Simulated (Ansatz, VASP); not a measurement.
# C: VASP beside Ansatz

Aim: how closely do two programs agree when they are given the same cell, functional and k mesh? The structure shown is frame 44 of Ansatz's trajectory.

Method: plane waves, with VASP 6.6.1 beside it; single point at PBE, in Ansatz 0.2.0.

## 1. Starting point

The cell holds 123 atoms: 123 C. Cell: a = 11.085 Å, b = 11.085 Å, c = 11.085 Å, α = 90.0°, β = 90.0°, γ = 90.0°. As first built, before any earlier steps moved the atoms (in the runner's words): 123 atoms (123 C) placed at random at 1.8 g/cm^3, melted at 6000 K for 10 ps at fixed volume with the LCBOP (Los and Fasolino, Phys. Rev. B 68, 024107 (2003)). Snapshot at the end of a hold of 5 ps at 5000 K and fixed volume.

## 2. Ansatz: dynamics, PBE

Ansatz runs on its default PAW (the set named soft_2) files.

One frame of this run of dynamics is then solved in both programs, so the motion causes no difference.

Contents of input.yaml:

```yaml
crystal:
  lattice:
    - [11.0851, 0.0, 0.0]
    - [0.0, 11.0851, 0.0]
    - [0.0, 0.0, 11.0851]
  atoms:
    - { symbol: C, position: [0.54626, 0.06032, 0.22634] }
    - { symbol: C, position: [0.64165, 0.65839, 0.04983] }
    - { symbol: C, position: [0.3106, 0.36213, 0.41074] }
    - { symbol: C, position: [0.246, 0.06441, 0.99355] }
    - { symbol: C, position: [0.72857, 0.57057, 0.40919] }
    - { symbol: C, position: [0.05018, 0.97834, 0.48064] }
    - { symbol: C, position: [0.72418, 0.28018, 0.37946] }
    - { symbol: C, position: [0.31775, 0.4807, 0.32897] }
    - { symbol: C, position: [0.44977, 0.10529, 0.92083] }
    - { symbol: C, position: [0.88769, 0.51596, 0.59318] }
    - { symbol: C, position: [0.31941, 0.80084, 0.3605] }
    - { symbol: C, position: [0.60002, 0.77674, 0.37792] }
    - { symbol: C, position: [0.01477, 0.32843, 0.47393] }
    - { symbol: C, position: [0.62959, 0.72243, 0.84487] }
    - { symbol: C, position: [0.12952, 0.56928, 0.93503] }
    - { symbol: C, position: [0.90235, 0.98618, 0.92132] }
    - { symbol: C, position: [0.28212, 0.46475, 0.71295] }
    - { symbol: C, position: [0.13125, 0.01013, 0.58275] }
    - { symbol: C, position: [0.74319, 0.73362, 0.77624] }
    - { symbol: C, position: [0.27712, 0.03501, 0.77879] }
    - { symbol: C, position: [0.16311, 0.68902, 0.95076] }
    - { symbol: C, position: [0.10895, 0.56449, 0.36475] }
    - { symbol: C, position: [0.34453, 0.46529, 0.01301] }
    - { symbol: C, position: [0.19999, 0.94337, 0.79197] }
    - { symbol: C, position: [0.49843, 0.56884, 0.68721] }
    - { symbol: C, position: [0.74984, 0.02908, 0.35425] }
    - { symbol: C, position: [0.95637, 0.01175, 0.21059] }
    - { symbol: C, position: [0.43334, 0.14185, 0.13989] }
    - { symbol: C, position: [0.71754, 0.17264, 0.68424] }
    - { symbol: C, position: [0.32348, 0.07111, 0.66326] }
[... 87 atom lines left out ...]
    - { symbol: C, position: [0.96782, 0.80797, 0.18636] }
    - { symbol: C, position: [0.38642, 0.4874, 0.77055] }
    - { symbol: C, position: [0.81112, 0.00685, 0.48147] }
    - { symbol: C, position: [0.13765, 0.90581, 0.68902] }
    - { symbol: C, position: [0.27288, 0.72338, 0.27595] }
    - { symbol: C, position: [0.86295, 0.60532, 0.20933] }
kpoints:
  mp_grid: { grid: [1, 1, 1] }
hamiltonian:
  xc: pbe
scf:
  occupations: { method: gaussian, width: 0.025 }
output:
  forces: true
md:
  timestep: 1.0
  n_steps: 131
  ensemble: nvt_langevin
  temperature: 300
  initial_velocities: maxwell_boltzmann
  seed: 2136
```

Command:

```sh
> ansatz run input.yaml --threads 4 --pin off --max-ram 8192MiB --backend cpu --events-out ev --progress --plain --runs-dir out
```

Numbers of over 12 decimals in the logs are rounded to 6 here.

What it wrote:

```text
Warning: md: disabling space-group detection — thermal motion breaks the input geometry's symmetry, so no spatial operation reduces the k-mesh or symmetrises the density; time reversal is kept, so that k and −k are solved as one point where they differ and the mesh holds both, and exact exchange and, on two spinor components, a DFT+U term hold to it where the run has them: on two components no moment then forms, and  [...]
Engine: ansatz 0.2.0, aarch64-unknown-linux-gnu
Pseudopotentials: kind: paw
Pseudopotential: C, paw, valence charge 4, recommended cutoff 420 eV (normal), C.paw.azcp
Functional definition: PBE
  parameter kappa = 0.804
  parameter beta = 0.066725
  exchange = pbe_x(kappa = kappa, mu = beta*pi^2/3)
  correlation = pbe_c(beta = beta)
Crystal: 123 atoms, lattice volume = 1362.131 Å³
Basis set: ecut = 420 eV, 26745 PW (Γ), exchange–correlation on 150×150×150 points (8 copies of the dense FFT grid, shifted against one another)
Bands: 369, of which v1, the nominal top of the filled ones, is band 246 counted from 1 (245 counted from 0)
Symmetry: 1 space group operations
k-points: 1
Non-local potential: C, projectors of the file, l = 0: 2, l = 1: 2, l = 2: 1
PAW form: soft (Blöchl's): semilocal exchange-correlation on the pseudo side does not see the compensation charge
PAW one-centre angular grid: C, 110 points (default); XC on 64 Gauss nodes
Initial density: superposition of atomic densities (neutral atoms: chi_scale 0, normalization atom), corrected by the library's trained network
Initial wavefunctions: pseudopotential atomic-orbital guess
Functional: x = pbe(κ = 0.804, μ = 0.219515), c = pbe(β = 0.066725)
SCF iter   1: F=—  HF=-30668.557250 eV  |F-HF|=—  |Δ(HF+E_count)|=         —  Δρ=1.62e-2  dr2=5.96e0  ethr=1.77e-3  ⟨swp⟩=6.0  Hψ=1604  notcnv=0  defer=60
preconditioner: auto → LDOS  [insulator: Δε(μ)=0.025 eV  Ē_g=12.228 eV  σ=0.025 eV  W_gap=0.52  n_scr=256 (ndim 8)  ℏωp=22.3 eV  f_vac=0.134  D(μ)=70.26/eV (n_scr^D=690)  ε∞_Penn≈4.3  β→1.0]
SCF iter   2: F=—  HF=-30668.002916 eV  |F-HF|=—  |Δ(HF+E_count)|=   5.54e-1  Δρ=8.30e-3  dr2=1.38e0  ethr=1.21e-3  ⟨swp⟩=2.0  Hψ=501  notcnv=0  defer=110
SCF iter   3: F=—  HF=-30667.880248 eV  |F-HF|=—  |Δ(HF+E_count)|=   1.23e-1  Δρ=3.45e-3  dr2=3.25e-1  ethr=2.81e-4  ⟨swp⟩=2.0  Hψ=411  notcnv=0  defer=110
SCF iter   4: F=—  HF=-30667.857597 eV  |F-HF|=—  |Δ(HF+E_count)|=   2.27e-2  Δρ=1.99e-3  dr2=1.02e-1  ethr=6.60e-5  ⟨swp⟩=2.0  Hψ=463  notcnv=0  defer=110
SCF iter   5: F=—  HF=-30667.848610 eV  |F-HF|=—  |Δ(HF+E_count)|=   8.99e-3  Δρ=1.01e-3  dr2=2.51e-2  ethr=2.06e-5  ⟨swp⟩=2.0  Hψ=301  notcnv=0  defer=110
SCF iter   6: F=—  HF=-30667.846733 eV  |F-HF|=—  |Δ(HF+E_count)|=   1.88e-3  Δρ=5.29e-4  dr2=6.66e-3  ethr=5.11e-6  ⟨swp⟩=2.0  Hψ=309  notcnv=0  defer=110
SCF iter   7: F=—  HF=-30667.846212 eV  |F-HF|=—  |Δ(HF+E_count)|=   5.22e-4  Δρ=2.68e-4  dr2=1.68e-3  ethr=1.35e-6  ⟨swp⟩=2.0  Hψ=451  notcnv=0  defer=110
SCF iter   8: F=—  HF=-30667.846074 eV  |F-HF|=—  |Δ(HF+E_count)|=   1.37e-4  Δρ=1.36e-4  dr2=4.58e-4  ethr=3.41e-7  ⟨swp⟩=2.0  Hψ=318  notcnv=0  defer=110
SCF iter   9: F=—  HF=-30667.846046 eV  |F-HF|=—  |Δ(HF+E_count)|=   2.80e-5  Δρ=6.72e-5  dr2=1.16e-4  ethr=9.31e-8  ⟨swp⟩=2.0  Hψ=309  notcnv=0  defer=110
SCF iter  10: F=—  HF=-30667.846031 eV  |F-HF|=—  |Δ(HF+E_count)|=   1.51e-5  Δρ=3.60e-5  dr2=3.47e-5  ethr=2.37e-8  ⟨swp⟩=2.0  Hψ=335  notcnv=0  defer=110
[...]
SCF iter  14: F=—  HF=-30667.844059 eV  |F-HF|=—  |Δ(HF+E_count)|=   5.14e-8  Δρ=2.41e-6  dr2=1.42e-7  ethr=1.31e-10  ⟨swp⟩=2.0  Hψ=307  notcnv=0  defer=110
SCF iter  15: F=-30667.844059 eV  HF=-30667.844059 eV  |F-HF|=3.35e-8  |Δ(HF+E_count)|=   9.23e-9  Δρ=1.35e-6  dr2=4.26e-8  ethr=2.03e-11  ⟨swp⟩=3.0  Hψ=851  notcnv=0
SCF 1 converged in 15 iterations: F = -30667.844059 eV  dr2 = 4.26e-8
  greatest PAW one-centre occupation: 0.727 electrons in one spin orbital (limit 2), on the C atom at site 48 (counted from 0), in its partial waves of l = 0
md step     0: t =     0.00 fs  T =   297.6 K  F+E_penalty+E_count = -30667.84405867 eV  E_kin = 4.730916 eV  (15 SCF iters)
[...]
SCF iter   2: F=—  HF=-30750.068388 eV  |F-HF|=—  |Δ(HF+E_count)|=   3.14e-2  Δρ=3.45e-3  dr2=2.48e-1  ethr=6.50e-5  ⟨swp⟩=6.0  Hψ=850  notcnv=0
SCF iter   3: F=—  HF=-30750.009188 eV  |F-HF|=—  |Δ(HF+E_count)|=   5.92e-2  Δρ=9.79e-4  dr2=2.05e-2  ethr=5.04e-5  ⟨swp⟩=3.0  Hψ=739  notcnv=0
SCF iter   4: F=—  HF=-30750.005827 eV  |F-HF|=—  |Δ(HF+E_count)|=   3.36e-3  Δρ=2.42e-4  dr2=9.30e-4  ethr=4.17e-6  ⟨swp⟩=2.0  Hψ=534  notcnv=0
SCF iter   5: F=—  HF=-30750.005773 eV  |F-HF|=—  |Δ(HF+E_count)|=   5.35e-5  Δρ=9.52e-5  dr2=1.42e-4  ethr=1.89e-7  ⟨swp⟩=2.0  Hψ=554  notcnv=0
SCF iter   6: F=—  HF=-30750.005836 eV  |F-HF|=—  |Δ(HF+E_count)|=   6.26e-5  Δρ=3.83e-5  dr2=2.42e-5  ethr=2.90e-8  ⟨swp⟩=2.0  Hψ=508  notcnv=0
SCF iter   7: F=—  HF=-30750.003864 eV  |F-HF|=—  |Δ(HF+E_count)|=   1.97e-3  Δρ=1.85e-5  dr2=5.65e-6  ethr=4.92e-9  ⟨swp⟩=2.0  Hψ=504  notcnv=0
SCF iter   8: F=—  HF=-30750.003864 eV  |F-HF|=—  |Δ(HF+E_count)|=   7.03e-8  Δρ=6.67e-6  dr2=7.66e-7  ethr=1.15e-9  ⟨swp⟩=2.0  Hψ=516  notcnv=0
SCF iter   9: F=-30750.003864 eV  HF=-30750.003864 eV  |F-HF|=4.30e-8  |Δ(HF+E_count)|=   1.97e-8  Δρ=2.19e-6  dr2=7.54e-8  ethr=2.03e-11  ⟨swp⟩=2.0  Hψ=1232  notcnv=0
SCF 132 converged in 9 iterations: F = -30750.003864 eV  dr2 = 7.54e-8
md step   131: t =   131.00 fs  T =  1177.9 K  F+E_penalty+E_count = -30750.00386388 eV  E_kin = 18.727830 eV  (9 SCF iters)
SCF converged after 9 iterations
Free energy (F): -30750.003864 eV
Harris-Foulkes:  -30750.003864 eV  (|F-HF|=4.30e-8)
Internal energy: -30750.001314 eV  (E = F + TS)
E sigma→0 (E₀):  -30750.002589 eV
Entropy (-TS):   -0.002550 eV (-0.021 meV/atom)
Fermi energy:    4.492771 eV
--- Per-component energies (eV) ---
  E_band       = -1963.385925
  E_kinetic    = 10842.486484
  E_local      = -29119.891963  (includes V_loc(G=0)·N_el)
  E_nonlocal   = 3307.559883
  E_hartree    = 10482.905459
  E_xc         = -5796.334636
  E_vxc        = -7169.422266  (∫ρ·V_xc dr)
  E_paw        = -12181.578491  (= ΣΔE_a)
  E_vpaw       = -789.930740  (= ΣTr[D̂ρ^β])
  E_aug_tail   = 0.000916  (compensation charges beyond the density's cutoff)
  E_ewald      = -8285.148965
  E_smearing   = -0.002550  (= −TS)
  E_closure    = 0.000000  (closes the sum)
  Σ components = -30750.003864   (vs F -30750.003864, Δ=0.00e0)
--- Forces (eV/Å), atoms counted from 1 ---
  atom   1  C     -1.97050790     1.67134895    -1.20564851
  atom   2  C     -0.21369833    -0.13503205     0.22551612
  atom   3  C     -2.34777849    -2.07534503     2.93526444
  atom   4  C      0.12221496     1.10463926     0.38230942
  atom   5  C     -1.33633605     1.73364033     3.42152483
  atom   6  C     -0.98282152     0.44942705    -0.54002750
  atom   7  C     -0.83003579    -0.29654745     1.99372609
  atom   8  C     -1.90796716     2.11402809     0.46733334
  atom   9  C      1.41426491    -1.55734250    -0.43117573
  atom  10  C     -0.44987775     1.61537736     2.87994856
  atom  11  C     -1.54297820     0.53432068     0.42027315
  atom  12  C      1.97596551    -1.36398429     0.26593389
  atom  13  C     -0.42297411    -0.89566507    -0.39795826
  atom  14  C     -0.55387686    -1.38145997    -0.11745148
  atom  15  C     -0.12503482    -0.02812263     1.07327094
  atom  16  C     -1.28656379     0.65461944     0.35974675
  atom  17  C      2.01763490    -0.58123629    -0.08996720
  atom  18  C     -0.12171318    -1.10360570     0.77377863
  atom  19  C     -1.21208510     3.38200004     0.85616026
  atom  20  C     -1.19599212     0.44581288     2.75302854
  atom  21  C     -0.40120618    -1.99709118    -1.67303925
  atom  22  C     -3.97208649    -3.14970310    -0.86135566
  atom  23  C      0.13296571    -1.75790880     0.11478182
  atom  24  C      2.31950805     0.60933948    -3.54260697
[...]
atom 116  C      0.72259613     0.39974092     1.46952066
  atom 117  C      1.01771917    -0.55277218    -2.70142817
  atom 118  C     -0.93521950    -1.25225929    -1.94926241
  atom 119  C      1.07672931    -0.05261627     1.12740747
  atom 120  C     -1.18465340     0.84637197    -5.96674086
  atom 121  C     -1.15065015    -1.81377621     0.63403232
  atom 122  C      1.07544597     2.63586953    -2.15900272
  atom 123  C      0.77843020     0.11009553    -0.55979031
  max |Σ_I F_I| component: 3.50e-5 eV/Å
--- MD trajectory: 131 steps, t = 0.0 → 131.0 fs ---
  final state: T = 1177.9 K   F+E_penalty+E_count = -30750.00386388 eV   E_kin = 18.727830 eV
```

In the SCF lines HF is the Harris–Foulkes energy and dr2 the Hartree energy of the density residual, in eV; the loop may stop once dr2 is under the threshold and the program's other checks hold. Hψ counts applications of the Hamiltonian.

## 3. VASP: single point, PBE

The same cell, functional, mesh and smearing now go to VASP, with its own data sets.

Lines of VASP's logs that name or quote its potential files are left out, and so is its time.

Contents of INCAR:

```
SYSTEM = C
PREC = Accurate
ENCUT = 520
EDIFF = 1E-06
NELM = 120
ISMEAR = 0
SIGMA = 0.025
LREAL = Auto
ALGO = Normal
GGA = PE
NBANDS = 336
LORBIT = 11
LWAVE = .FALSE.
LCHARG = .FALSE.
ISIF = 2
LASPH = .TRUE.
GGA_COMPAT = .FALSE.
NCORE = 4
```

Contents of POSCAR:

```
C
1.0
   11.0851000000      0.0000000000      0.0000000000
    0.0000000000     11.0851000000      0.0000000000
    0.0000000000      0.0000000000     11.0851000000
C
123
Direct
    0.5637387123      0.0442305437      0.2271607834
    0.6165483397      0.6183706056      0.0304011691
    0.2863934471      0.3643629737      0.3819451336
    0.2379500410      0.0598100152      0.9898873262
    0.6834760174      0.5746362234      0.3756483929
    0.0585651009      0.9537667680      0.4652461412
    0.7391543604      0.2828391264      0.3991664487
    0.3313998069      0.4734553590      0.3310118989
    0.4682952792      0.1346221505      0.9060179881
    0.8732713282      0.5035407890      0.5920108975
    0.2956671568      0.8280304192      0.3607003996
    0.6028181974      0.7658839343      0.4034244166
    0.9899775374      0.3963157752      0.4341954516
    0.6041803863      0.7208775744      0.8623647960
    0.1798901228      0.5892774986      0.9450884521
    0.9038709619      0.9627247386      0.9508168623
    0.2877195515      0.4342495783      0.6984961796
    0.1403144762      0.9645470045      0.5620066576
    0.7250994578      0.7073278545      0.8043499833
    0.2811251139      0.0477848644      0.7806063996
    0.1725018268      0.7268405337      0.9537848102
    0.1323849131      0.5440636530      0.2948011294
    0.3165510460      0.5054352239      0.0552633716
    0.1701653571      0.9816600662      0.7901417218
    0.4945196705      0.5497559787      0.7311165438
    0.7491226962      0.0258003987      0.3266727409
    0.9192790322      0.9932341612      0.2300204779
    0.4709745514      0.1146674365      0.1421908688
    0.6932819731      0.1664757197      0.6124527519
    0.3271508602      0.0805134821      0.6501880903
[... 87 atom lines left out ...]
    0.9695266619      0.7876609142      0.2211436974
    0.3808535782      0.4782365518      0.8009400005
    0.8015353944      0.0237796682      0.4486563044
    0.0953893064      0.9196940037      0.6639543171
    0.2922571740      0.7143102002      0.3183282063
    0.8549133522      0.6260475774      0.2198536775
```

Contents of KPOINTS:

```
Automatic mesh
0
Gamma
1 1 1
0 0 0
```

PAW data sets: C (PBE family, release 64).

Command:

```sh
> mpirun -np 16 vasp_gam
```

What it wrote:

```text
[banner, memory and clock lines left out]
running   16 mpi-ranks, on    1 nodes
[...]
LDA part: xc-table for (Slater+PW92), standard interpolation
 POSCAR, INCAR and KPOINTS ok, starting setup
[...]
entering main loop
       N       E                     dE             d eps       ncg     rms          rms(c)
DAV:   1     0.346041067367E+04    0.34604E+04   -0.27514E+05   672   0.141E+03
DAV:   2    -0.697238441180E+03   -0.41576E+04   -0.39419E+04   848   0.326E+02
DAV:   3    -0.104701696085E+04   -0.34978E+03   -0.33921E+03   808   0.933E+01
DAV:   4    -0.105973759983E+04   -0.12721E+02   -0.12609E+02   872   0.185E+01
[...]
DAV:  21    -0.999489122694E+03    0.18118E-04   -0.25503E-05   712   0.806E-03    0.557E-03
DAV:  22    -0.999489120337E+03    0.23569E-05   -0.43297E-06   640   0.349E-03    0.375E-03
DAV:  23    -0.999489119899E+03    0.43766E-06   -0.11243E-06   440   0.190E-03
   1 F= -.99948912E+03 E0= -.99948436E+03  d E =-.951155E-02
```

From OUTCAR (step 3):

```text
  FREE ENERGIE OF THE ION-ELECTRON SYSTEM (eV)
  ---------------------------------------------------
  free  energy   TOTEN  =      -999.4891198990 eV

  energy  without entropy=     -999.4796083535  energy(sigma->0) =     -999.48436413
```

The run ends at a pressure of -7.95 GPa, with forces up to 9.9 eV/Å.

## 4. Differences

Known differences besides the potentials themselves: the cutoff is 420 eV in Ansatz and 520 eV in VASP (PREC = Accurate, projectors in real space). Total energies have different zeros and are not compared.

Forces on 10 of the 123 atoms, those with the largest forces and the largest differences (eV/Å; atoms numbered as in POSCAR):

| atom | Ansatz x, y, z | VASP x, y, z |
| --- | --- | --- |
| C2 | 8.150, -0.037, -1.589 | 8.175, -0.047, -1.615 |
| C17 | -1.215, 4.012, 7.814 | -1.208, 4.034, 7.853 |
| C35 | 1.920, -0.150, 0.572 | 1.980, -0.156, 0.563 |
| C40 | -2.689, -6.383, -3.294 | -2.697, -6.424, -3.315 |
| C43 | 3.742, 6.995, 3.978 | 3.768, 6.987, 3.984 |
| C55 | 2.608, -4.224, 6.361 | 2.575, -4.238, 6.375 |
| C64 | -3.366, -4.574, -1.248 | -3.369, -4.634, -1.230 |
| C77 | -6.351, -4.464, 4.853 | -6.371, -4.487, 4.866 |
| C101 | 2.442, 8.915, 3.308 | 2.450, 8.962, 3.323 |
| C111 | -0.340, 3.025, -0.649 | -0.355, 3.085, -0.645 |

The forces differ by 19 meV/Å r.m.s., which is 0.8 % of the r.m.s. force of 2.321 eV/Å (both taken over all components).

## 5. What came out

```
r.m.s. force difference (single point, PBE) : 0.84 % of the r.m.s. force
```

In words: The r.m.s. force difference is 0.84 % of the r.m.s. force (single point, PBE), within the 3 % picked in this series as the mark of a large difference. 2 further runs of this series are not shown here. Such differences can come from data sets, numerical settings and the points named under the comparisons, not from the functional's error against experiment.

[Lines on the potential files, build, host, timing and source positions are cut from VASP's logs without a mark.]

[Logs are printed without paths, hosts, clocks, repeated set-up lines and the standing remarks that a program may print on its own settings, such as how far it seeks lower states.]

[Hosts, paths, dates, database ids (printed as entryN), source tags and the programs' standing remarks are cut or masked in the printed files.]
